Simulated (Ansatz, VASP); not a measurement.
**One calculation of HfSnSe4, two programs**

```xyz
6
Lattice="4.1989 0.0000 0.0000 -2.0994 3.6363 0.0000 0.0000 0.0000 8.7286" Properties=species:S:1:pos:R:3 pbc="T T T"
Hf    0.0000    0.0000    0.0000
Sn    0.0000    0.0000    4.3643
Se    0.0000    2.4242    6.4877
Se    0.0000    2.4242    2.2409
Se    2.0994    1.2121    6.4877
Se    2.0994    1.2121    2.2409
```

Change from the starting cell: species swapped into the TiVB4 type (P6/mmm, No. 191).

Alike in both runs: task single point; functional PBE; k mesh 6 × 6 × 2; occupations gaussian, width 0.1 eV; no spin polarisation.

|  | VASP | Ansatz |
| --- | --- | --- |
| version | VASP 6.6.1 | Ansatz 0.2.0 |
| potentials or method | VASP PAW PBE potentials, release 64 (Hf_pv, Sn_d, Se) | scalar-relativistic, plane waves, PAW |
| plane-wave cutoff (eV) | 520 | 420 |
| valence electrons in the cell | 48 | 104 |

|  | VASP | Ansatz | Ansatz less VASP |
| --- | --- | --- | --- |
| gap on the k mesh at the Fermi level (eV) | none | none | - |
| pressure (GPa) | 12.6 | 12.5 | -0.01 |
| largest component of the traceless stress (GPa) | 20.26 | 20.11 | -0.157 |
| rms of the force components (eV/Å) | 0.470 | 0.463 | -0.0063 |

Atom by atom the forces differ by 0.006 eV/Å (rms over components). A gap of «none» marks a metal or a gap that the smearing closes. The two sets of potentials don't hold the same shells in valence.

The runs have no spin-orbit coupling, so splittings on Hf are missing.
